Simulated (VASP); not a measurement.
The system is GaAs.

```
Ga As
1.0
     0.00000    2.81943    2.84063
     2.81943    0.00000    2.84063
     2.81943    2.81943    0.00000
Ga As
1 1
Direct
  0.00000 0.00000 0.00000
  0.25000 0.25000 0.25000
```

The cell was built by a generator and isn't the measured one.

Base run:

* Program: VASP 6.6.1
* Functional: PBE
* Potentials or basis: VASP PAW PBE potentials, release 64 (Ga_d, As)
* Cutoff: 520 eV
* k mesh: 8 × 8 × 8
* Occupations: gaussian, width 0.02 eV
* Spin: non-collinear spin, zero start, spin-orbit coupling
* Starting moments: [[0.0, 0.0, 0.0], [0.0, 0.0, 0.0]] μB

Its results: pressure 3.5 GPa; net moment 0.00 μB per cell.

Question: The run is repeated on the same cell with these changes: functional from PBE to r2SCAN. What comes out?

Answer: Pressure 0.6 GPa; net moment 0.00 μB per cell.

Caveats: the PAW data sets were made with another functional, which shifts forces and pressure a little (some runs).
